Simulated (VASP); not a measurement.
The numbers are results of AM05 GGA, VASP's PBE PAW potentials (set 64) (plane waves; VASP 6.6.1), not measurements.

Input for VASP

INCAR:
```
# general
SYSTEM  =  AlN
PREC    =  Accurate
ENCUT   =  520   # plane-wave cut-off (eV)
LREAL   =  F
LASPH   =  T   # aspherical one-centre terms

# electronic loop
EDIFF   =  1E-7
NELM    =  100   # most electronic steps
ALGO    =  Normal   # blocked Davidson

# smearing
ISMEAR  =  0   # Gaussian
SIGMA   =  0.05

# functional
GGA     =  AM   # AM05

# ions
IBRION  =  2   # conjugate gradients
NSW     =  30   # most ionic steps
ISIF    =  4
EDIFFG  =  -0.01   # ionic stop

# output
LWAVE   =  F
LCHARG  =  F
```

File POSCAR:
```
AlN
1
    1.5410470448    -2.6691717727     0.0000000000
    1.5410470448     2.6691717727     0.0000000000
    0.0000000000     0.0000000000     4.9324655621
Al N
2 2
Direct
  0.6666670000   0.3333330000   0.5000110523
  0.3333330000   0.6666670000   0.0000110523
  0.6666670000   0.3333330000   0.8819889477
  0.3333330000   0.6666670000   0.3819889477
```

KPOINTS:
```
Automatic mesh
0
Gamma
8 8 5
0 0 0
```

POTCAR, in this order: Al N (PBE.64 set). Program: vasp_std.

Q: What will the output report for the number of irreducible k-points (NKPTS), largest plane-wave count, number of space-group operations, FFT grid (NGX, NGY, NGZ)?

A: 
```
Item                                          Result
--------------------------------------  ------------
number of irreducible k-points (NKPTS)            30
largest plane-wave count                        1104
number of space-group operations                  12
FFT grid (NGX, NGY, NGZ)                24 × 24 × 40
```

The compound is AlN in the wurtzite structure. This cell is one point of a volume scan, at 0.97 of the reference volume. Symmetry was kept, so distortions that lower it aren't found.
